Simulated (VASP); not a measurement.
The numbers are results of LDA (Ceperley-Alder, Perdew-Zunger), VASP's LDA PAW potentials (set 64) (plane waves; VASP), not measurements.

Input for VASP

### INCAR
```
SYSTEM  =  WS2 bilayer
PREC  =  Normal; ENCUT  =  400; LREAL  =  .False.
LASPH  =  .True.
EDIFF  =  1E-5; NELM  =  100; NELMIN  =  4
ALGO  =  Normal; LMAXMIX  =  6
ISMEAR  =  0; SIGMA  =  0.05
IBRION  =  2; NSW  =  50; ISIF  =  4
EDIFFG  =  -0.03
LWAVE  =  .True.; LCHARG  =  .False.
```

### KPOINTS
```
K-points
0
G
 12 12 1
0 0 0
```

POSCAR:
```
WS2 bilayer
1
    3.1306999999     0.0000000000     0.0000000000
   -1.5653500000     2.7112657100     0.0000000000
    0.0000000000     0.0000000000    25.0167085002
W S
2 4
Direct
  0.6666670000   0.3333330000   0.3783280000
  0.3333330000   0.6666670000   0.6216720000
  0.3333330000   0.6666670000   0.4406240000
  0.3333330000   0.6666670000   0.3160320000
  0.6666670000   0.3333330000   0.6839680000
  0.6666670000   0.3333330000   0.5593760000
```

POTCAR, in this order: W_sv S (LDA.64 set). Program: vasp_std.

The resulting files:

OSZICAR:
```
       N       E                     dE             d eps       ncg     rms          rms(c)
DAV:   1     0.438221668317E+03    0.43822E+03   -0.25549E+04  1450   0.123E+03
DAV:   2    -0.238641272687E+02   -0.46209E+03   -0.45150E+03  1492   0.348E+02
DAV:   3    -0.541040067685E+02   -0.30240E+02   -0.30035E+02  1486   0.877E+01
DAV:   4    -0.550347273707E+02   -0.93072E+00   -0.92875E+00  1548   0.161E+01
DAV:   5    -0.550595738521E+02   -0.24846E-01   -0.24834E-01  1513   0.267E+00    0.407E+01
DAV:   6    -0.527981611038E+02    0.22614E+01   -0.12138E+01  1358   0.204E+01    0.174E+01
DAV:   7    -0.525476651928E+02    0.25050E+00   -0.36541E+00  1396   0.887E+00    0.615E+00
DAV:   8    -0.524148513457E+02    0.13281E+00   -0.62774E-01  1578   0.463E+00    0.182E+00
DAV:   9    -0.524150974204E+02   -0.24607E-03   -0.64688E-02  1695   0.127E+00    0.942E-01
DAV:  10    -0.524120423645E+02    0.30551E-02   -0.26107E-02  1472   0.102E+00    0.267E-01
DAV:  11    -0.524119748414E+02    0.67523E-04   -0.29684E-03  1507   0.333E-01    0.162E-01
DAV:  12    -0.524119572876E+02    0.17554E-04   -0.24358E-04  1503   0.102E-01    0.605E-02
DAV:  13    -0.524121081799E+02   -0.15089E-03   -0.12679E-04  1282   0.497E-02    0.171E-02
DAV:  14    -0.524122780249E+02   -0.16984E-03   -0.51659E-05  1225   0.270E-02    0.256E-02
DAV:  15    -0.524124018666E+02   -0.12384E-03   -0.21568E-05  1153   0.176E-02    0.577E-03
DAV:  16    -0.524124791386E+02   -0.77272E-04   -0.16378E-05  1032   0.137E-02    0.116E-02
DAV:  17    -0.524124983511E+02   -0.19212E-04   -0.18469E-06   932   0.793E-03    0.326E-03
DAV:  18    -0.524125190454E+02   -0.20694E-04   -0.34343E-06   985   0.687E-03    0.369E-03
DAV:  19    -0.524125260965E+02   -0.70511E-05   -0.59492E-07   932   0.347E-03
   1 F= -.52412526E+02 E0= -.52412526E+02  d E =-.524125E+02
       N       E                     dE             d eps       ncg     rms          rms(c)
DAV:   1    -0.524143346856E+02   -0.18156E-02   -0.13713E-01  1297   0.316E+00    0.334E-01
DAV:   2    -0.524133959198E+02    0.93877E-03   -0.19016E-02  1531   0.836E-01    0.206E-01
DAV:   3    -0.524129908902E+02    0.40503E-03   -0.19025E-03  1503   0.266E-01    0.120E-01
DAV:   4    -0.524128429803E+02    0.14791E-03   -0.29150E-04  1409   0.877E-02    0.767E-02
DAV:   5    -0.524127993497E+02    0.43631E-04   -0.11857E-04  1334   0.568E-02    0.165E-02
DAV:   6    -0.524128007367E+02   -0.13870E-05   -0.12214E-05   911   0.220E-02
   2 F= -.52412801E+02 E0= -.52412801E+02  d E =-.274640E-03
       N       E                     dE             d eps       ncg     rms          rms(c)
DAV:   1    -0.524133469979E+02   -0.54765E-03   -0.23107E-02  1276   0.130E+00    0.140E-01
DAV:   2    -0.524132092663E+02    0.13773E-03   -0.31460E-03  1515   0.341E-01    0.836E-02
DAV:   3    -0.524131473101E+02    0.61956E-04   -0.32053E-04  1475   0.110E-01    0.492E-02
DAV:   4    -0.524131284240E+02    0.18886E-04   -0.45037E-05  1257   0.352E-02    0.306E-02
DAV:   5    -0.524131247749E+02    0.36492E-05   -0.18689E-05  1017   0.250E-02
   3 F= -.52413125E+02 E0= -.52413125E+02  d E =-.598678E-03
```

**OUTCAR**
```
------------------------ aborting loop because EDIFF is reached ----------------------------------------
  FORCE on cell =-STRESS in cart. coord.  units (eV):
  Direction    XX          YY          ZZ          XY          YZ          ZX
  --------------------------------------------------------------------------------------
  Total       -0.0285514     -0.0285514     -0.0425907      0.0000000      0.0000000      0.0000000
  in kB       -0.2154244     -0.2154244     -0.3213522      0.0000000      0.0000000      0.0000000
  external PRESSURE =      -0.2507337 kB  Pullay stress =       0.0000000 kB
  volume of cell :      212.35
      direct lattice vectors                 reciprocal lattice vectors
     3.128987577 -0.000000000 -0.000000000     0.319592192  0.184516640 -0.000000000
    -1.564493789  2.709782709  0.000000000     0.000000000  0.369033280 -0.000000000
     0.000000000  0.000000000 25.044098125     0.000000000  0.000000000  0.039929567
 POSITION                                       TOTAL-FORCE (eV/Angst)
 -----------------------------------------------------------------------------------
      1.56450      0.90326      9.47370        -0.000000      0.000000      0.022680
     -0.00000      1.80652     15.57040         0.000000     -0.000000     -0.022680
     -0.00000      1.80652     11.03787         0.000000      0.000000      0.002067
     -0.00000      1.80652      7.91332         0.000000      0.000000     -0.016793
      1.56450      0.90326     17.13078         0.000000     -0.000000      0.016793
      1.56450      0.90326     14.00623        -0.000000     -0.000000     -0.002067
 -----------------------------------------------------------------------------------
    total drift:                                0.000000      0.000000      0.000000
  FREE ENERGIE OF THE ION-ELECTRON SYSTEM (eV)
  ---------------------------------------------------
  free  energy   TOTEN  =       -52.4131247749 eV

  energy  without entropy=      -52.4131247749  energy(sigma->0) =      -52.41312477

 reached required accuracy - stopping structural energy minimisation
```
(Selected blocks of OUTCAR.)

**CONTCAR**
```
WS2 bilayer
   1.00000000000000
     3.1289875773960287   -0.0000000000000060   -0.0000000000000000
    -1.5644937887479922    2.7097827086168711    0.0000000000000000
     0.0000000000000000    0.0000000000000000   25.0440981245178982
  W               S
     2     4
Direct
     0.6666669999999968    0.3333330000000032    0.3782807558952395
     0.3333330000000032    0.6666669999999968    0.6217192441047606
     0.3333330000000032    0.6666669999999968    0.4407373783578016
     0.3333330000000032    0.6666669999999968    0.3159755272410689
     0.6666669999999968    0.3333330000000032    0.6840244727589310
     0.6666669999999968    0.3333330000000032    0.5592626216421985
```

### OUTCAR
```
 val. band max:        0.8001569491   @ k =   0.0000   0.0000   0.0000

 cond. band min:       2.1553387685   @ k =   0.1667   0.1667   0.0000


 Fermi energy:         1.0853996256

 k-point     1 :       0.0000    0.0000    0.0000
  band No.  band energies     occupation
      1     -73.0760      2.00000
      2     -73.0760      2.00000
      3     -37.6350      2.00000
      4     -37.6350      2.00000
      5     -37.4166      2.00000
      6     -37.4166      2.00000
      7     -37.4166      2.00000
      8     -37.4166      2.00000
      9     -14.5943      2.00000
     10     -14.4585      2.00000
     11     -12.9250      2.00000
     12     -12.6708      2.00000
     13      -6.4939      2.00000
     14      -5.9056      2.00000
     15      -2.4910      2.00000
     16      -2.4910      2.00000
     17      -2.4838      2.00000
     18      -2.4838      2.00000
     19      -2.4219      2.00000
     20      -1.2403      2.00000
     21      -1.2006      2.00000
     22      -1.2005      2.00000
     23      -1.1710      2.00000
     24      -1.1709      2.00000
     25       0.0107      2.00000
     26       0.8002      2.00000
     27       3.3948      0.00000
     28       3.3949      0.00000
     29       3.4112      0.00000
     30       3.4113      0.00000
     31       3.5540      0.00000

 k-point     2 :       0.0833    0.0000    0.0000
  band No.  band energies     occupation
      1     -73.0745      2.00000
      2     -73.0745      2.00000
      3     -37.6299      2.00000
      4     -37.6299      2.00000
      5     -37.4449      2.00000
      6     -37.4449      2.00000
      7     -37.4231      2.00000
      8     -37.4231      2.00000
      9     -14.4705      2.00000
     10     -14.3344      2.00000
     11     -12.8759      2.00000
     12     -12.6297      2.00000
     13      -6.3501      2.00000
     14      -5.7615      2.00000
     15      -2.8014      2.00000
     16      -2.7887      2.00000
     17      -2.6637      2.00000
...
```

Unless said otherwise, spin-orbit coupling is left out, though it shifts the bands of the heavy elements here.

The cell is a sheet with vacuum, built from WS2 (2H layered).
